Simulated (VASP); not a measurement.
# CuSb: structure and properties in VASP

Wanted: the relaxed cell of CuSb and its properties. The steps: full relaxation (PBEsol), density, ELF and potential (PBEsol), band structure (PBEsol), total and projected DOS (PBEsol), core levels (PBEsol), bands along the symmetry lines (HSE06) and vibrations at Γ (PBEsol). The cell is invented: it takes the structure of a Materials Project entry for TlAs (space group 216 there), with all of its atoms replaced by other elements, volume scaled by an estimate. It may not be a known or stable phase.

Method: PBEsol; plane waves and PAW (Sb, Cu), in the first sound run; inputs show where later runs differ, in VASP 6.6.1.

## (1) The starting structure

Before any relaxation, the start is as follows. Symmetry: F-43m, No. 216, cubic system. Conventional cell: a = 5.766 Å, b = 5.766 Å, c = 5.766 Å, α = 90.00°, β = 90.00°, γ = 90.00°. Nearest to Sb lie 4 Cu at 2.50 Å. Nearest to Cu lie 4 Sb at 2.50 Å. It derives from TlAs. it takes the structure of a Materials Project entry for TlAs (space group 216 there), with all of its atoms replaced by other elements, volume scaled by an estimate. Farther neighbours are not listed.

As a file:

```cif
data_structure
_symmetry_space_group_name_H-M 'F-43m'
_symmetry_Int_Tables_number 216
_cell_length_a 5.7662
_cell_length_b 5.7662
_cell_length_c 5.7662
_cell_angle_alpha 90.000
_cell_angle_beta 90.000
_cell_angle_gamma 90.000
_cell_volume 191.72
loop_
_atom_site_label
_atom_site_type_symbol
_atom_site_symmetry_multiplicity
_atom_site_Wyckoff_symbol
_atom_site_fract_x
_atom_site_fract_y
_atom_site_fract_z
_atom_site_occupancy
Sb1 Sb 4 c 0.25000 0.25000 0.25000 1
Cu1 Cu 4 a 0.00000 0.00000 0.00000 1
```

## (2) Full relaxation (PBEsol)

The start need not lie at this functional's minimum. ISIF = 3 frees volume, shape and positions, and EDIFFG sets the threshold on forces and stress at which the search stops. PBEsol restores the gradient expansion of exchange and is tuned for the cells of solids.

Contents of INCAR:

```
SYSTEM = CuSb
PREC = Accurate
ENCUT = 400
EDIFF = 1E-06
NELM = 100
ISMEAR = 0
SIGMA = 0.05
LREAL = .FALSE.
ALGO = Normal
GGA = PS
LORBIT = 11
LWAVE = .FALSE.
LCHARG = .FALSE.
IBRION = 2
NSW = 60
ISIF = 3
EDIFFG = -0.01
```

Contents of POSCAR:

```
CuSb
1.0
    0.0000000000      2.8831010000      2.8831010000
    2.8831010000      0.0000000000      2.8831010000
    2.8831010000      2.8831010000      0.0000000000
Sb Cu
1 1
Direct
    0.7500000000      0.7500000000      0.7500000000
    0.0000000000      0.0000000000      0.0000000000
```

Contents of KPOINTS:

```
Automatic mesh
0
Gamma
8 8 8
0 0 0
```

PAW data sets: Sb and Cu (PBE family, release 64).

Command:

```sh
$ mpirun -np 1 vasp_std
```

The program printed:

```text
[banner, memory and clock lines left out]
running    1 mpi-ranks, on    1 nodes
 distrk:  each k-point on    1 cores,    1 groups
 distr:  one band on    1 cores,    1 groups

 POSCAR found type information on POSCAR SbCu
 POSCAR found :  2 types and       2 ions
|                                                                             |
|               ----> ADVICE to this user running VASP <----                  |
|                                                                             |
|     You enforced a specific xc type in the INCAR file but a different       |
|     [... a line on the potential file left out ...]
|     I HOPE YOU KNOW WHAT YOU ARE DOING!                                     |
|                                                                             |

 LDA part: xc-table for (Slater+PW92), standard interpolation
 POSCAR, INCAR and KPOINTS ok, starting setup
 FFT: planning ... GRIDC
 FFT: planning ... GRID_SOFT
 FFT: planning ... GRID
 WAVECAR not read
 entering main loop
       N       E                     dE             d eps       ncg     rms          rms(c)
DAV:   1     0.747993662518E+02    0.74799E+02   -0.59338E+03   696   0.116E+03
DAV:   2    -0.621970652428E+01   -0.81019E+02   -0.76287E+02   700   0.232E+02
DAV:   3    -0.954374557542E+01   -0.33240E+01   -0.32042E+01   912   0.609E+01
DAV:   4    -0.961709274872E+01   -0.73347E-01   -0.73304E-01   808   0.803E+00
DAV:   5    -0.962011087623E+01   -0.30181E-02   -0.30180E-02   992   0.184E+00    0.118E+01
DAV:   6    -0.109711475365E+02   -0.13510E+01   -0.43946E+01   800   0.203E+02    0.986E+00
DAV:   7    -0.819742135896E+01    0.27737E+01   -0.86473E+00   816   0.905E+01    0.267E+00
DAV:   8    -0.813872202103E+01    0.58699E-01   -0.38620E-01  1064   0.115E+01    0.134E+00
DAV:   9    -0.810764563919E+01    0.31076E-01   -0.14631E-01   900   0.113E+01    0.708E-01
DAV:  10    -0.810713561961E+01    0.51002E-03   -0.16525E-02   840   0.147E+00    0.220E-01
DAV:  11    -0.810666472987E+01    0.47089E-03   -0.12187E-03  1060   0.932E-01    0.181E-01
DAV:  12    -0.810656506247E+01    0.99667E-04   -0.38401E-04  1036   0.474E-01    0.802E-02
DAV:  13    -0.810656247396E+01    0.25885E-05   -0.45682E-05  1112   0.152E-01    0.122E-02
DAV:  14    -0.810656099296E+01    0.14810E-05   -0.64343E-06   740   0.758E-02    0.175E-03
DAV:  15    -0.810656104266E+01   -0.49700E-07   -0.31249E-07   440   0.160E-02
   1 F= -.81065610E+01 E0= -.81047311E+01  d E =-.810656E+01
 curvature:   0.00 expect dE= 0.000E+00 dE for cont linesearch  0.000E+00
 trial: gam= 0.00000 g(F)=  0.102E-44 g(S)=  0.366E-03 ort = 0.000E+00 (trialstep = 0.100E+01)
 search vector abs. value=  0.366E-03
 bond charge predicted
       N       E                     dE             d eps       ncg     rms          rms(c)
DAV:   1    -0.811460350541E+01   -0.80425E-02   -0.11082E-01   812   0.946E+00    0.760E-01
DAV:   2    -0.811565809500E+01   -0.10546E-02   -0.13669E-01   820   0.119E+01    0.615E-01
DAV:   3    -0.810696913707E+01    0.86890E-02   -0.42017E-02   828   0.673E+00    0.121E-01
DAV:   4    -0.810673644858E+01    0.23269E-03   -0.95183E-04   724   0.281E-01    0.328E-02
DAV:   5    -0.810671343101E+01    0.23018E-04   -0.66834E-05  1028   0.206E-01    0.194E-02
DAV:   6    -0.810671078758E+01    0.26434E-05   -0.91747E-06  1036   0.360E-02    0.700E-03
DAV:   7    -0.810670997255E+01    0.81504E-06   -0.13623E-06   384   0.367E-02
   2 F= -.81067100E+01 E0= -.81048950E+01  d E =-.148930E-03
 trial-energy change:   -0.000149  1 .order   -0.000123   -0.000366    0.000119
 step:   0.8043(harm=  0.7541)  dis= 0.00000  next Energy=    -8.106721 (dE=-0.160E-03)
 bond charge predicted
       N       E                     dE             d eps       ncg     rms          rms(c)
DAV:   1    -0.810702323182E+01   -0.31244E-03   -0.42330E-03   816   0.186E+00    0.146E-01
DAV:   2    -0.810704579408E+01   -0.22562E-04   -0.49867E-03   824   0.228E+00    0.118E-01
DAV:   3    -0.810673350477E+01    0.31229E-03   -0.15970E-03   824   0.130E+00    0.255E-02
DAV:   4    -0.810672271595E+01    0.10789E-04   -0.34181E-05   876   0.928E-02    0.504E-03
DAV:   5    -0.810672245549E+01    0.26047E-06   -0.81421E-07   420   0.170E-02
   3 F= -.81067225E+01 E0= -.81049046E+01  d E =-.161413E-03
 curvature:  -0.36 expect dE=-0.222E-05 dE for cont linesearch -0.222E-05
 trial: gam= 0.00000 g(F)=  0.115E-45 g(S)=  0.613E-05 ort =-0.473E-04 (trialstep = 0.961E+00)
 search vector abs. value=  0.613E-05
 reached required accuracy - stopping structural energy minimisation
```

It took 31 s on 1 MPI rank of AMD EPYC 7R43, shared host; peak memory 0.12 GiB.

Lines that name or quote the potential files are left out of all logs, and their timing lines are given in words.

Parts of OUTCAR (step 2):

```text
ion  position               nearest neighbor table
   1  0.750  0.750  0.750-   2 2.50   2 2.50   2 2.50   2 2.50
   2  0.000  0.000  0.000-   1 2.50   1 2.50   1 2.50   1 2.50

  LATTYP: Found a face centered cubic cell.
 ALAT       =     5.7662020000

 Subroutine GETGRP returns: Found 24 space group operations
 (whereof 24 operations were pure point group operations)

The static configuration has the point symmetry T_d .

 Found     29 irreducible k-points:

   k-points           NKPTS =     29   k-points in BZ     NKDIM =     29   number of bands    NBANDS=     12

   dimension x,y,z NGX =    28 NGY =   28 NGZ =   28
   dimension x,y,z NGXF=    56 NGYF=   56 NGZF=   56

   ENCUT  =  400.0 eV  29.40 Ry    5.42 a.u.   6.65  6.65  6.65*2*pi/ulx,y,z

   NELECT =      16.0000    total number of electrons

 k-points in reciprocal lattice and weights: Automatic mesh
   0.00000000  0.00000000  0.00000000       0.002
   0.12500000  0.00000000  0.00000000       0.016
   0.25000000  0.00000000  0.00000000       0.016
   0.37500000  0.00000000  0.00000000       0.016
   0.50000000  0.00000000  0.00000000       0.008
   0.12500000  0.12500000  0.00000000       0.012
   0.25000000  0.12500000  0.00000000       0.047
   0.37500000  0.12500000  0.00000000       0.047
   0.50000000  0.12500000  0.00000000       0.047
[...]
-0.37500000  0.50000000  0.12500000       0.023
  -0.25000000  0.50000000  0.25000000       0.012

 average (electrostatic) potential at core
       1 -86.8883       2 -66.1518

 E-fermi :   5.2121

 k-point     1 :       0.0000    0.0000    0.0000
  band No.  band energies     occupation
    ...
      2       1.4591      2.00000
      3       1.4591      2.00000
      4       1.4591      2.00000
      5       2.1297      2.00000
      6       2.1297      2.00000
      7       7.8947      0.00000
      8       7.8947      0.00000
      9       7.8947      0.00000
     10       9.9920      0.00000
     11      10.9999      0.00000
    ...

 k-point     2 :       0.1250    0.0000    0.0000
  band No.  band energies     occupation
    ...
      2       1.3917      2.00000
      3       1.4832      2.00000
      4       1.4832      2.00000
      5       2.1228      2.00000
      6       2.1228      2.00000
      7       6.2769      0.00000
      8       7.5670      0.00000
      9       7.5670      0.00000
     10      10.2056      0.00000
     11      11.4015      0.00000
    ...

 k-point     3 :       0.2500    0.0000    0.0000
  band No.  band energies     occupation
    ...
      3       1.5351      2.00000
      4       1.5351      2.00000
      5       2.1173      2.00000
      6       2.1173      2.00000
      7       4.1547      2.00000
      8       6.9817      0.00000
      9       6.9817      0.00000
     10       9.7905      0.00000
     11      11.8554      0.00000
     12      11.8554      0.00000

  Total        0.0092044      0.0092044      0.0092044     -0.0000000      0.0000000      0.0000000
  in kB        0.3089537      0.3089537      0.3089537     -0.0000000      0.0000000      0.0000000
  external PRESSURE =       0.3089537 kB  Pullay stress =       0.0000000 kB

  energy-cutoff  :      400.00
  volume of cell :       47.73
      direct lattice vectors                 reciprocal lattice vectors
    -0.000000000  2.879125660  2.879125660    -0.173663834  0.173663834  0.173663834
     2.879125660  0.000000000  2.879125660     0.173663834 -0.173663834  0.173663834
     2.879125660  2.879125660 -0.000000000     0.173663834  0.173663834 -0.173663834

 POSITION                                       TOTAL-FORCE (eV/Angst)
 -----------------------------------------------------------------------------------
      4.31869      4.31869      4.31869         0.000000      0.000000      0.000000
      0.00000      0.00000      0.00000        -0.000000     -0.000000     -0.000000
 -----------------------------------------------------------------------------------
    total drift:                                0.000001      0.000001      0.000001

  FREE ENERGIE OF THE ION-ELECTRON SYSTEM (eV)
  ---------------------------------------------------
  free  energy   TOTEN  =        -8.1067224555 eV

  energy  without entropy=       -8.1030867712  energy(sigma->0) =       -8.10490461

 reached required accuracy - stopping structural energy minimisation

 total charge
# of ion       s       p       d       tot
------------------------------------------
    1        1.164   1.232   0.045   2.441
    2        0.507   0.380   9.157  10.044
--------------------------------------------------
tot          1.671   1.612   9.202  12.485

[... 3 further parts left out ...]
```

The k-mesh is coarse for a metal. The PAW data sets were made with PBE, which is usual practice but a small mismatch for other functionals. The run keeps the 24 symmetry operations of its start, so it cannot find a distortion of lower symmetry.

The steps of the relaxation:

```tsv
step	energy less that of the first step (eV)	largest force (eV/Å)	pressure (GPa)	volume (Å³)
1	0.0000	0.0000	-0.24	47.93
2	-0.0001	0.0000	0.08	47.68
3	-0.0002	0.0000	0.03	47.73
```

```tsv
conventional cell, symmetrised	before	after	change
a (Å)	5.766	5.758	-0.1 %
b (Å)	5.766	5.758	-0.1 %
c (Å)	5.766	5.758	-0.1 %
volume (Å³/atom)	23.97	23.87	-0.4 %
```

The relaxed structure:

```cif
data_structure
_symmetry_space_group_name_H-M 'P 1'
_symmetry_Int_Tables_number 1
_cell_length_a 4.0717
_cell_length_b 4.0717
_cell_length_c 4.0717
_cell_angle_alpha 60.000
_cell_angle_beta 60.000
_cell_angle_gamma 60.000
_cell_volume 47.73
loop_
_atom_site_label
_atom_site_type_symbol
_atom_site_fract_x
_atom_site_fract_y
_atom_site_fract_z
_atom_site_occupancy
Sb1 Sb 0.75000 0.75000 0.75000 1
Cu2 Cu 0.00000 0.00000 0.00000 1
```

Numbers from this step:

| Quantity | Value |
| --- | --- |
| electrons | 16 |
| bands | 12 |
| irreducible k-points | 29 |
| symmetry operations | 24 |
| free energy (TOTEN) | -8.107 eV |
| energy at zero smearing | -8.105 eV |
| Fermi energy | 5.212 eV |
| pressure | 0.03090 GPa |
| metallic | yes |
| SCF cycles over all ionic steps | 27 |

It ends with forces that vanish by symmetry and a pressure of 0.03 GPa.

(Part 1 of 3 ends here.)

[Lines on the potential files, build, host, timing and source positions are cut from VASP's logs without a mark.]

[Logs are printed without paths, hosts, clocks, repeated set-up lines and the standing remarks that a program may print on its own settings, such as how far it seeks lower states.]

[Hosts, paths, dates, database ids (printed as entryN), source tags and the programs' standing remarks are cut or masked in the printed files.]

[A measured line is paired with the nearest computed mode of its activity, which favours agreement.]
